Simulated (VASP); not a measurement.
# FeSe2 (Fm-3m) in VASP: a series of runs

The runs below take FeSe2 through single point, with LDA.

Everything below comes from runs of VASP 6.6.1. Logs are shortened: lines on timing, memory, paths and dates and some standing lists are left out, and cuts for length are marked.

### Step 1. The crystal as given

The structure is cubic, space group Fm-3m (No. 225). The conventional cell has a = 6.148 Å, b = 6.148 Å, c = 6.148 Å, α = 90.00°, β = 90.00°, γ = 90.00°. Fe (site symmetry m-3m) is surrounded by 8 Se at 2.66 Å. Se (site symmetry -43m) is surrounded by 4 Fe at 2.66 Å.

The cell comes from a database or a generator and needn't be the stable form of this composition.

### Step 2. Single point, LDA, collinear spin, ferrimagnetic start

Input file INCAR:

```
SYSTEM = FeSe2
PREC = Accurate
ENCUT = 520
EDIFF = 1E-6
ISMEAR = 0
SIGMA = 0.05
LREAL = .FALSE.
LASPH = .TRUE.
NELM = 100
ALGO = Fast
ISIF = 2
LWAVE = .FALSE.
LCHARG = .TRUE.
ISPIN = 2
MAGMOM = 3 -1.5 0 0 0 0
LORBIT = 11
LMAXMIX = 4
LELF = .TRUE.
LVHAR = .TRUE.
NBANDS = 33
```

Input file KPOINTS:

```
regular mesh
0
G
  5 5 5
  0 0 0
```

Input file POSCAR:

```
FeSe2
1.0
    0.0000000000      3.0738461500      3.0738461500
    3.0738461500      0.0000000000      3.0738461500
    6.1476923000      6.1476923000      0.0000000000
Fe Se
2 4
Direct
    0.0000000000      0.0000000000      0.0000000000
    0.0000000000      0.0000000000      0.5000000000
    0.2500000000      0.2500000000      0.1250000000
    0.2500000000      0.2500000000      0.6250000000
    0.7500000000      0.7500000000      0.3750000000
    0.7500000000      0.7500000000      0.8750000000
```

Potentials or basis: VASP PAW LDA potentials, release 64 (Fe, Se).

Launch:

```console
cat potpaw_LDA.64/Fe/POTCAR potpaw_LDA.64/Se/POTCAR > POTCAR
mpirun -np 1 vasp_std > vasp.out
```

OUTCAR:

```text
SYSTEM = FeSe2
   PREC = Accurate
   ENCUT = 520
   EDIFF = 1E-6
   ISMEAR = 0
   LREAL = .FALSE.
   LASPH = .TRUE.
   NELM = 100
   ISIF = 2
   ISPIN = 2
   LORBIT = 11

 ion  position               nearest neighbor table
   1  0.000  0.000  0.000-   3 2.66   6 2.66   6 2.66   4 2.66   5 2.66   6 2.66   3 2.66   3 2.66

   2  0.000  0.000  0.500-   4 2.66   5 2.66   3 2.66   5 2.66   5 2.66   6 2.66   4 2.66   4 2.66

   3  0.250  0.250  0.125-   1 2.66   1 2.66   1 2.66   2 2.66
   4  0.250  0.250  0.625-   2 2.66   2 2.66   1 2.66   2 2.66
   5  0.750  0.750  0.375-   2 2.66   1 2.66   2 2.66   2 2.66
   6  0.750  0.750  0.875-   1 2.66   2 2.66   1 2.66   1 2.66

  LATTYP: Found a trigonal (rhomboedric) cell.
 ALAT       =     7.5293546153
 COS(alpha) =     0.8333333333

  Lattice vectors:

 A1 = (   6.1476923000,   3.0738461500,  -3.0738461500)
 A2 = (   3.0738461500,   3.0738461500,  -6.1476923000)
 A3 = (   3.0738461500,   6.1476923000,  -3.0738461500)

Analysis of symmetry for initial positions (statically):
=====================================================================
 Subroutine PRICEL returns following result:

  LATTYP: Found a face centered cubic cell.
 ALAT       =     6.1476923000

  Lattice vectors:

 A1 = (   0.0000000000,   3.0738461500,   3.0738461500)
 A2 = (   3.0738461500,   0.0000000000,   3.0738461500)
 A3 = (   3.0738461500,   3.0738461500,   0.0000000000)

   2 primitive cells build up your supercell.

 Routine SETGRP: Setting up the symmetry group for a
 trigonal (rhombohedral) supercell.

 Subroutine GETGRP returns: Found 12 space group operations
 (whereof 12 operations were pure point group operations)
 out of a pool of 12 trial point group operations.

The static configuration has the point symmetry D_3d.

Analysis of symmetry for dynamics (positions and initial velocities):
=====================================================================
 Subroutine PRICEL returns following result:

  LATTYP: Found a face centered cubic cell.
 ALAT       =     6.1476923000

  Lattice vectors:

 A1 = (   0.0000000000,   3.0738461500,   3.0738461500)
 A2 = (   3.0738461500,   0.0000000000,   3.0738461500)
 A3 = (   3.0738461500,   3.0738461500,   0.0000000000)

   2 primitive cells build up your supercell.

 Routine SETGRP: Setting up the symmetry group for a
 trigonal (rhombohedral) supercell.

 Subroutine GETGRP returns: Found 12 space group operations
 (whereof 12 operations were pure point group operations)
 out of a pool of 12 trial point group operations.

The dynamic configuration has the point symmetry D_3d.

Analysis of structural, dynamic, and magnetic symmetry:
=====================================================================
 Subroutine PRICEL returns:
 Original cell was already a primitive cell.

 Routine SETGRP: Setting up the symmetry group for a
 trigonal (rhombohedral) supercell.

 Subroutine GETGRP returns: Found 12 space group operations
 (whereof 12 operations were pure point group operations)
 out of a pool of 12 trial point group operations.

The overall configuration has the point symmetry D_3d.

 Subroutine INISYM returns: Found 12 space group operations
 (whereof 12 operations are pure point group operations),
 and found     1 'primitive' translations

----------------------------------------------------------------------------------------

                                     Primitive cell

  volume of cell :     116.1733

  direct lattice vectors                    reciprocal lattice vectors
     0.000000000  3.073846150  3.073846150    -0.162662663  0.162662663  0.162662663
     3.073846150  0.000000000  3.073846150     0.162662663 -0.162662663  0.162662663
     6.147692300  6.147692300  0.000000000     0.081331331  0.081331331 -0.081331331

  length of vectors
[... 47 lines left out ...]
  0.000000  0.000000  0.000000      1.000000
  0.200000  0.000000  0.000000      6.000000
  0.400000  0.000000  0.000000      6.000000
  0.200000  0.200000  0.000000      6.000000
  0.400000  0.200000  0.000000     12.000000
 -0.400000  0.200000  0.000000     12.000000
[... 11 lines left out ...]
  0.000000  0.000000  0.400000      2.000000
  0.400000  0.000000  0.400000      6.000000
   k-points           NKPTS =     19   k-points in BZ     NKDIM =     19   number of bands    NBANDS=     33
   number of dos      NEDOS =    301   number of ions     NIONS =      6
   total plane-waves  NPLWV =  71680
   dimension x,y,z NGX =    32 NGY =   32 NGZ =   70
   dimension x,y,z NGXF=    64 NGYF=   64 NGZF=  140
   ions per type =               2   4
   NGX,Y,Z   is equivalent  to a cutoff of  12.24, 12.24, 13.39 a.u.
   NGXF,Y,Z  is equivalent  to a cutoff of  24.48, 24.48, 26.77 a.u.
 SYSTEM =  FeSe2
   PREC   = accura    normal or accurate (medium, high low for compatibility)
   ISTART =      0    job   : 0-new  1-cont  2-samecut
   ICHARG =      2    charge: 1-file 2-atom 10-const
   ISPIN  =      2    spin polarized calculation?
   LNONCOLLINEAR =      F non collinear calculations
   LSORBIT =      F    spin-orbit coupling
   LASPH  =      T    aspherical Exc in radial PAW
   ENCUT  =  520.0 eV  38.22 Ry    6.18 a.u.   8.08  8.08 16.17*2*pi/ulx,y,z
   NELM   =    100;   NELMIN=  2; NELMDL= -5     # of ELM steps
   EDIFF  = 0.1E-05   stopping-criterion for ELM
   LREAL  =      F    real-space projection
   EDIFFG = 0.1E-04   stopping-criterion for IOM
   NSW    =      0    number of steps for IOM
   IBRION =     -1    ionic relax: 0-MD 1-quasi-New 2-CG
   NFREE  =      0    steps in history (QN), initial steepest desc. (CG)
   ISIF   =      2    stress and relaxation
   ISYM   =      2    0-nonsym 1-usesym 2-fastsym
   POTIM  = 0.5000    time-step for ionic-motion
   TEBEG  =    0.0;   TEEND  =   0.0 temperature during run
   PSTRESS=    0.0 pullay stress
   NELECT =      40.0000    total number of electrons
   NUPDOWN=      -1.0000    fix difference up-down
   EMIN   =  10.00;   EMAX   =-10.00  energy-range for DOS
   EFERMI =   0.00;   METHOD = LEGACY
   ISMEAR =     0;   SIGMA  =   0.05  broadening in eV -4-tet -1-fermi 0-gaus
   EFERMI_NEDOS =   21; number of points for ismear=-14 and -15
   IALGO  =     68    algorithm
   IMIX   =      4    mixing-type and parameters
     AMIX     =   0.40;   BMIX     =  1.00
     AMIX_MAG =   1.60;   BMIX_MAG =  1.00
  volume/ion in A,a.u.               =      19.36       130.66
  Fermi-wavevector in a.u.,A,eV,Ry     =   1.147430  2.168327 17.913357  1.316595
  Thomas-Fermi vector in A             =   2.284109
   LORBIT       =     11    0 simple, 1 ext, 2 COOP (PROOUT), +10 PAW based schemes
   GGA     = CA    functional components
   LHFCALC =     F    Hartree Fock is set to
   AEXX    =    0.0000 exact exchange contribution
   IVDW    =     0    specifies the selected vdW correction
   LEPSILON=     F    determine dielectric tensor
   LRPA    =     F    only Hartree local field effects (RPA)
 spin polarized calculation
 RMM-DIIS sequential band-by-band and
 Gauss-broadening in eV      SIGMA  =   0.05
  energy-cutoff  :      520.00
  volume of cell :      116.17
 maximum number of plane-waves:      3145
   NGX = 17   NGY = 17   NGZ = 33

 number of electron      40.0000000 magnetization      -0.0047259

 number of electron      40.0000000 magnetization       0.0044135

 Free energy of the ion-electron system (eV)
  ---------------------------------------------------
  ext. energy  EPLUGINS =         0.00000000
  ---------------------------------------------------
  free energy    TOTEN  =       -34.62443350 eV

  energy without entropy =      -34.61866060  energy(sigma->0) =      -34.62154705

 E-fermi :   4.5284     XC(G=0): -10.6820

 val. band max:        4.5050539176   @ k =   0.0000   0.0000   0.2000
 cond. band min:       4.5507294594   @ k =   0.4000   0.4000   0.0000
 fundamental gap:      0.0456755419
 Fermi energy:         4.5283666631

 spin component 1

 k-point     1 :       0.0000    0.0000    0.0000
  band No.  band energies     occupation
      1     -10.6063      1.00000
      2      -8.8620      1.00000
      3      -8.7327      1.00000
      4      -6.4658      1.00000
      5       0.1088      1.00000
      6       0.1088      1.00000
[... 654 lines left out ...]
     31      12.9084      0.00000
     32      12.9564      0.00000
 Fermi energy:         4.5283666631

 spin component 2

 k-point     1 :       0.0000    0.0000    0.0000
  band No.  band energies     occupation
      1     -10.6065      1.00000
      2      -8.8623      1.00000
      3      -8.7330      1.00000
      4      -6.4661      1.00000
      5       0.1092      1.00000
      6       0.1092      1.00000
[... 654 lines left out ...]
     31      12.9084      0.00000
     32      12.9566      0.00000
 [bands above 32 left out]

------------------------ aborting loop because EDIFF is reached ----------------------------------------

  FORCE on cell =-STRESS in cart. coord.  units (eV):
  Direction    XX          YY          ZZ          XY          YZ          ZX
  --------------------------------------------------------------------------------------
  -------------------------------------------------------------------------------------
  Total      -12.9882449    -12.9882449    -12.9882449      0.0961757     -0.0961757     -0.0961757
  in kB     -179.1243721   -179.1243721   -179.1243721      1.3263855     -1.3263855     -1.3263855
  external PRESSURE =    -179.1243721 kB  Pullay stress =       0.0000000 kB

 VOLUME and BASIS-vectors are now :
 -----------------------------------------------------------------------------
  energy-cutoff  :      520.00
  volume of cell :      116.17
      direct lattice vectors                 reciprocal lattice vectors
     0.000000000  3.073846150  3.073846150    -0.162662663  0.162662663  0.162662663
     3.073846150  0.000000000  3.073846150     0.162662663 -0.162662663  0.162662663
     6.147692300  6.147692300  0.000000000     0.081331331  0.081331331 -0.081331331

 POSITION                                       TOTAL-FORCE (eV/Angst)
 -----------------------------------------------------------------------------------
      0.00000      0.00000      0.00000         0.000000      0.000000     -0.000000
      3.07385      3.07385      0.00000         0.000000      0.000000     -0.000000
      1.53692      1.53692      1.53692         0.013768      0.013768     -0.013768
      4.61077      4.61077      1.53692         0.013780      0.013780     -0.013780
      4.61077      4.61077      4.61077        -0.013780     -0.013780      0.013780
      7.68462      7.68462      4.61077        -0.013768     -0.013768      0.013768
 -----------------------------------------------------------------------------------
    total drift:                                0.000000      0.000000      0.000000

  FREE ENERGIE OF THE ION-ELECTRON SYSTEM (eV)
  ---------------------------------------------------
  free  energy   TOTEN  =       -34.6244335022 eV

  energy  without entropy=      -34.6186606008  energy(sigma->0) =      -34.62154705

 total charge

# of ion       s       p       d       tot
------------------------------------------
    1        0.305   0.336   6.328   6.969
    2        0.305   0.336   6.328   6.969
    3        1.512   2.127   0.055   3.693
    4        1.512   2.127   0.055   3.693
    5        1.512   2.127   0.055   3.693
    6        1.512   2.127   0.055   3.693
--------------------------------------------------
tot          6.656   9.178  12.875  28.709

 magnetization (x)

# of ion       s       p       d       tot
------------------------------------------
    1        0.000  -0.000   0.002   0.002
    2        0.000   0.000   0.005   0.005
    3        0.000  -0.000  -0.000  -0.000
    4        0.000  -0.000  -0.000  -0.000
    5        0.000  -0.000  -0.000  -0.000
    6        0.000  -0.000  -0.000  -0.000
--------------------------------------------------
tot          0.000  -0.001   0.007   0.006
```

Run time: 4.6 min. Hardware: 1 thread of AMD EPYC 9R45 (Zen 5), shared host; peak memory 0.26 GiB.

Results:

| Item | Value |
| --- | --- |
| Free energy | -34.6244 eV |
| Pressure | -17.9 GPa |
| Band gap on the k mesh | none (metal or under the smearing width) |
| Net moment | 0.00 μB per cell |
| Valence electrons inside the program's atomic spheres | Fe 6.97; Se 3.69 |

Caveat: the starting moments collapsed, and a magnetic state may lie lower; so large a pressure means that the cell lies far from this level's equilibrium, or that cutoff or potentials fall short. With open d or f shells a metallic result of LDA can be an artefact of self-interaction; +U or a hybrid may open a gap.

### Step 3. Single point, LDA, collinear spin, random start

This run uses another cell than the first one: it holds 3 atoms, not 6.

Input file INCAR:

```
SYSTEM = FeSe2
PREC = Accurate
ENCUT = 520
EDIFF = 1E-6
ISMEAR = 0
SIGMA = 0.05
LREAL = .FALSE.
LASPH = .TRUE.
NELM = 100
ALGO = Fast
ISIF = 2
LWAVE = .FALSE.
LCHARG = .FALSE.
ISPIN = 2
MAGMOM = -1.87 0 0
LORBIT = 11
LMAXMIX = 4
```

KPOINTS is that of step 2.

Input file POSCAR:

```
FeSe2
1.0
    0.0000000000      3.0738461500      3.0738461500
    3.0738461500      0.0000000000      3.0738461500
    3.0738461500      3.0738461500      0.0000000000
Fe Se
1 2
Direct
    0.0000000000      0.0000000000      0.0000000000
    0.2500000000      0.2500000000      0.2500000000
    0.7500000000      0.7500000000      0.7500000000
```

Potentials or basis: VASP PAW LDA potentials, release 64 (Fe, Se).

Launch:

```console
cat potpaw_LDA.64/Fe/POTCAR potpaw_LDA.64/Se/POTCAR > POTCAR
mpirun -np 1 vasp_std > vasp.out
```

Wall time 19 s (1 thread of AMD EPYC 9R45 (Zen 5), shared host); peak memory 0.14 GiB.

The run converged. Its results:

```
Free energy                                           : -17.3241 eV
Pressure                                              : -17.9 GPa
Band gap on the k mesh                                : none (metal or under the smearing width)
Net moment                                            : -0.13 μB per cell
Site moments                                          : Fe -0.20; Se +0.03 μB
Valence electrons inside the program's atomic spheres : Fe 6.97; Se 3.69
```

Levels at points of the mesh, in eV from the Fermi level:
Spin up:
| k point | band 7 | band 8 | band 9 | band 10 | band 11 | band 12 | band 13 | band 14 |
| --- | --- | --- | --- | --- | --- | --- | --- | --- |
| (0.00, 0.00, 0.00) | -0.66 | -0.08 | -0.08 | -0.08 | 1.16 | 1.16 | 1.16 | 4.20 |
Spin down:
| k point | band 7 | band 8 | band 9 | band 10 | band 11 | band 12 | band 13 | band 14 |
| --- | --- | --- | --- | --- | --- | --- | --- | --- |
| (0.00, 0.00, 0.00) | -0.77 | -0.06 | -0.06 | -0.06 | 1.00 | 1.00 | 1.00 | 4.21 |

Caveat: so large a pressure means that the cell lies far from this level's equilibrium, or that cutoff or potentials fall short. With open d or f shells a metallic result of LDA can be an artefact of self-interaction; +U or a hybrid may open a gap.

### Step 4. Single point, LDA, collinear spin, ferromagnetic start

This run uses another cell than the first one: it holds 3 atoms, not 6.

Input file INCAR:

```
PREC = Accurate ; ENCUT = 520
EDIFF = 1E-7 ; ISMEAR = 0
SIGMA = 0.05 ; LREAL = False
LASPH = True ; NELM = 100
ALGO = Fast ; ISIF = 2
LWAVE = False ; LCHARG = False
ISPIN = 2 ; MAGMOM = 3 0 0
LORBIT = 11 ; NUPDOWN = 4
LMAXMIX = 4
```

Input file KPOINTS:

```
regular mesh
0
Gamma
  5 5 5
```

POSCAR is that of step 3.

Launch:

```console
cat potpaw_LDA.64/Fe/POTCAR potpaw_LDA.64/Se/POTCAR > POTCAR
mpirun -np 1 vasp_std > vasp.out
```

Run time: 14 s. Hardware: 1 thread of AMD EPYC 9R45 (Zen 5), shared host; peak memory 0.14 GiB.

It converged, with:

| Property | Result |
| --- | --- |
| Free energy | -16.5430 eV |
| Pressure | -2.6 GPa |
| Net moment | 4.00 μB per cell |
| Site moments | Fe +3.20; Se +0.23 μB |
| Valence electrons inside the program's atomic spheres | Fe 6.80; Se 3.77 |

Caveat: the total moment is fixed, so each spin has its own Fermi level; a cell with one magnetic atom can't hold antiferromagnetic order, which such compounds often take.
